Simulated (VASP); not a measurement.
A VASP calculation is set up with these files.

POSCAR:
```
FePt
1.0
  2.7200000000   0.0000000000   0.0000000000
  0.0000000000   2.7200000000   0.0000000000
  0.0000000000   0.0000000000   3.7100000000
Fe Pt
1 1
Cart
  0.0000000000   0.0000000000   0.0000000000
  1.3600000000   1.3600000000   1.8550000000
```

**INCAR**
```
ALGO  =  Normal
EDIFF  =  1E-6
EDIFFG  =  -0.01
ENCUT  =  520
GGA  =  PE
IBRION  =  2
ISIF  =  3
ISMEAR  =  1
ISPIN  =  2
IVDW  =  12
LASPH  =  .TRUE.
LCHARG  =  .FALSE.
LMAXMIX  =  6
LORBIT  =  10
LREAL  =  .FALSE.
LWAVE  =  .FALSE.
MAGMOM  =  3.0 0.0
NELM  =  100
NSW  =  60
PREC  =  Accurate
SIGMA  =  0.1
SYSTEM  =  FePt
```

### KPOINTS
```
Regular mesh
0
Gamma
 12 12 9
0 0 0
```

POTCAR, in this order: Fe Pt (PBE.64 set). Program: vasp_std.

Translate this PBE-D3(BJ) calculation to Quantum ESPRESSO's pw.x.

One equivalent input (not run):
```
&CONTROL
  calculation = 'vc-relax'
  pseudo_dir = './pseudo'
  outdir = './out'
  tprnfor = .true.
  tstress = .true.
  nstep = 60
  forc_conv_thr = 0.00039
/
&SYSTEM
  ibrav = 0
  nat = 2
  ntyp = 2
  ecutwfc = 90
  occupations = 'smearing'
  smearing = 'methfessel-paxton'
  degauss = 0.00735
  input_dft = 'pbe'
  vdw_corr = 'grimme-d3'
  dftd3_version = 4
  dftd3_threebody = .false.
  nspin = 2
  starting_magnetization(1) = 0.3
/
&ELECTRONS
  conv_thr = 7.3e-08
  electron_maxstep = 100
/
&IONS
/
&CELL
/
ATOMIC_SPECIES
  Fe 55.845 Fe.upf
  Pt 195.084 Pt.upf
CELL_PARAMETERS angstrom
     2.7200000    0.0000000    0.0000000
     0.0000000    2.7200000    0.0000000
     0.0000000    0.0000000    3.7100000
ATOMIC_POSITIONS crystal
  Fe   0.0000000  0.0000000  0.0000000
  Pt   0.5000000  0.5000000  0.5000000
K_POINTS automatic
  12 12 9 0 0 0
```
What does not carry over: the potentials are each code's own (VASP's PAW set, PseudoDojo norm-conserving files in pw.x), so ENCUT and ecutwfc are chosen apart and not converted; conv_thr bounds pw.x's estimated SCF error, while EDIFF bounds the energy change between steps; starting_magnetization is a fraction of the valence charge and MAGMOM a moment in μB, so they match only roughly; forc_conv_thr acts on force components and is met together with etot_conv_thr.

The compound is FePt in the L1_0 structure. This run relaxes it. Symmetry was kept, so distortions that lower it aren't found.
